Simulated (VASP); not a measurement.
Consider the following.

```xyz
1
Lattice="-1.7450 1.7450 1.7450 1.7450 -1.7450 1.7450 1.7450 1.7450 -1.7450" Properties=species:S:1:pos:R:3 pbc="T T T"
Li     0.0000     0.0000     0.0000
```

Method: PBE GGA, VASP's PBE PAW potentials (set 64) (plane waves; VASP 6.6.1). Run with 520 eV cut-off, 13×13×13 Γ-centred mesh, first-order Methfessel-Paxton smearing of 0.10 eV, potentials Li_sv.

Energy and stress use the plane-wave basis of the starting cell.

The ions, cell shape and volume are relaxed. Give the cell that the relaxation ends in.

```xyz
1
Lattice="-1.7141 1.7141 1.7141 1.7141 -1.7141 1.7141 1.7141 1.7141 -1.7141" Properties=species:S:1:pos:R:3 pbc="T T T"
Li     0.0000     0.0000     0.0000
```
Space group Im-3m (229), at a tolerance of 0.03 Å.

How do energy and volume change from the first to the last step?

The energy (σ→0) changes by -2.5 meV/atom and the volume by -5.2 %, in 3 ionic steps.

The compound is Li in the bcc structure. This run relaxes it. Symmetry was kept, so distortions that lower it aren't found.
